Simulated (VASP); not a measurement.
Given:

```
CELL_PARAMETERS angstrom
      0.00000     1.91663     1.95574
      1.91663     0.00000     1.95574
      1.91663     1.91663     0.00000
ATOMIC_POSITIONS crystal
  Pd 0.00000 0.00000 0.00000
```

Computed with r2SCAN meta-GGA, VASP's PBE PAW potentials (set 64) (plane waves; VASP). Numerical set-up: 480 eV cut-off, 14×14×14 Γ-centred mesh, first-order Methfessel-Paxton smearing of 0.10 eV, potentials Pd.

**Question.** Give the stress tensor in GPa (positive for a compressed cell).

**Answer.** 
```
9.28  0.00  0.00
0.00  9.28  0.00
0.00  0.00  8.27
```
The pressure is its mean diagonal, 8.94 GPa.

The compound is Pd in the fcc structure. This cell was strained or had an atom moved on purpose.
